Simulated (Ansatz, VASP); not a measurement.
**LiSi2N2: VASP beside Ansatz**

```
Li Si N
1.0
    -1.85881    1.85881    4.31312
     1.85881   -1.85881    4.31312
     1.85881    1.85881   -4.31312
Li Si N
1 2 2
Direct
  0.00000 0.00000 0.00000
  0.36300 0.36300 0.00000
  0.63700 0.63700 0.00000
  0.75000 0.25000 0.50000
  0.25000 0.75000 0.50000
```

Change from the starting cell: species swapped into the SrSi2Au2 type (I4/mmm, No. 139).

Alike in both runs: task relaxation of cell and atoms; functional PBE; k mesh 6 × 6 × 6; occupations gaussian, width 0.1 eV; no spin polarisation.

|  | VASP | Ansatz |
| --- | --- | --- |
| version | VASP 6.6.1 | Ansatz 0.2.0 |
| potentials or method | VASP PAW PBE potentials, release 64 (Li_sv, Si, N) | scalar-relativistic, plane waves, PAW |
| plane-wave cutoff (eV) | 600 | 420 |
| valence electrons in the cell | 21 | 21 |

VASP gave:

* gap on the k mesh at the Fermi level, each at its own relaxed structure (eV): none
* relaxed volume (Å³/atom): 10.00
* relaxed cell length with the largest relative difference (Å): 4.577
* energy change over the relaxation (meV/atom): -370

Q: Which values does Ansatz return?

A: gap on the k mesh at the Fermi level, each at its own relaxed structure (eV): none; relaxed volume (Å³/atom): 10.01; relaxed cell length with the largest relative difference (Å): 4.578; energy change over the relaxation (meV/atom): -368.

A gap of «none» marks a metal or a gap that the smearing closes.

Caveats: the k mesh is coarse (spacing up to 0.40 Å⁻¹), so the values aren't converged; the cutoff is under 1.25 times the usual one of these potentials, so pressure, stress and relaxed cells hold a basis-set (Pulay) error (VASP); the volume moved by over 15 % at a fixed basis, so the end points are rough (VASP).
